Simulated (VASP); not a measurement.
VASP ran on this input.

### KPOINTS
```
Automatic mesh
0
Gamma
3 3 3
0 0 0
```

### POSCAR
```
Pb
1
    0.0000000000     2.4750000000     2.4750000000
    2.4750000000     0.0000000000     2.4750000000
    2.4750000000     2.4750000000     0.0000000000
Pb
1
Direct
  0.0000000000   0.0000000000   0.0000000000
```

### INCAR
```
SYSTEM = Pb
PREC = Accurate
ENCUT = 400
EDIFF = 1E-6
NELM = 100
ALGO = Normal
LREAL = .FALSE.
LASPH = .TRUE.
ISMEAR = 0
SIGMA = 0.001
GGA = PE
LMAXMIX = 4
LWAVE = .FALSE.
LCHARG = .FALSE.
ISIF = 2
```

POTCAR, in this order: Pb_d (PBE.64 set). Program: vasp_std.

What happens when VASP runs on this input?

There is a fault: a metal was run with a tiny SIGMA on a coarse mesh. The run ends without an error. Against the sound run, the energy per atom (σ→0) rises by 0.298 eV/atom; the pressure drops by 2.21 GPa.

**standard output**
```
 POSCAR found type information on POSCAR Pb
 POSCAR found :  1 types and       1 ions
 Reading from existing POTCAR
 Reading from existing POTCAR
 LDA part: xc-table for (Slater+PW92), standard interpolation
 POSCAR, INCAR and KPOINTS ok, starting setup
 WAVECAR not read
 entering main loop
       N       E                     dE             d eps       ncg     rms          rms(c)
DAV:   1     0.957015455034E+02    0.95702E+02   -0.65336E+03    88   0.123E+03
DAV:   2     0.711048908621E+00   -0.94990E+02   -0.93478E+02    88   0.295E+02
DAV:   3    -0.317738353965E+01   -0.38884E+01   -0.38836E+01   114   0.715E+01
DAV:   4    -0.326410748845E+01   -0.86724E-01   -0.86698E-01    97   0.117E+01
DAV:   5    -0.326922143902E+01   -0.51140E-02   -0.51138E-02   111   0.258E+00    0.629E-01
DAV:   6    -0.325553751673E+01    0.13684E-01   -0.20559E-02   100   0.287E+00    0.354E-01
DAV:   7    -0.325230804887E+01    0.32295E-02   -0.10653E-02   103   0.191E+00    0.129E-01
DAV:   8    -0.325225766766E+01    0.50381E-04   -0.67304E-04   106   0.509E-01    0.132E-02
DAV:   9    -0.325226101795E+01   -0.33503E-05   -0.17933E-05   106   0.753E-02    0.571E-03
DAV:  10    -0.325226089990E+01    0.11805E-06   -0.28022E-06   103   0.261E-02
   1 F= -.32522609E+01 E0= -.32521815E+01  d E =-.158893E-03
```

File OUTCAR:
```
------------------------ aborting loop because EDIFF is reached ----------------------------------------
  FORCE on cell =-STRESS in cart. coord.  units (eV):
  Direction    XX          YY          ZZ          XY          YZ          ZX
  --------------------------------------------------------------------------------------
  Total       -0.0353989     -0.0353989     -0.0353989      0.0000000      0.0000000     -0.0000000
  in kB       -1.8704456     -1.8704456     -1.8704456      0.0000000      0.0000000     -0.0000000
  external PRESSURE =      -1.8704456 kB  Pullay stress =       0.0000000 kB
  volume of cell :       30.32
      direct lattice vectors                 reciprocal lattice vectors
     0.000000000  2.475000000  2.475000000    -0.202020202  0.202020202  0.202020202
     2.475000000  0.000000000  2.475000000     0.202020202 -0.202020202  0.202020202
     2.475000000  2.475000000  0.000000000     0.202020202  0.202020202 -0.202020202
 POSITION                                       TOTAL-FORCE (eV/Angst)
 -----------------------------------------------------------------------------------
      0.00000      0.00000      0.00000         0.000000      0.000000     -0.000000
 -----------------------------------------------------------------------------------
    total drift:                               -0.000000     -0.000000     -0.000000
  FREE ENERGIE OF THE ION-ELECTRON SYSTEM (eV)
  ---------------------------------------------------
  free  energy   TOTEN  =        -3.2522608999 eV

  energy  without entropy=       -3.2521020071  energy(sigma->0) =       -3.25218145
```
(Selected blocks of OUTCAR.)

To mend it, set ISMEAR = 1, set SIGMA = 0.1, correct KPOINTS.
### KPOINTS
```
Automatic mesh
0
Gamma
10 10 10
0 0 0
```
The mended run (PBE GGA, plane waves, VASP's PBE PAW potentials (set 64)) converges, and its OSZICAR ends with
```
   1 F= -.35501198E+01 E0= -.35496853E+01  d E =-.130354E-02
```

The compound is Pb in the fcc structure. The cell was not relaxed at this level.
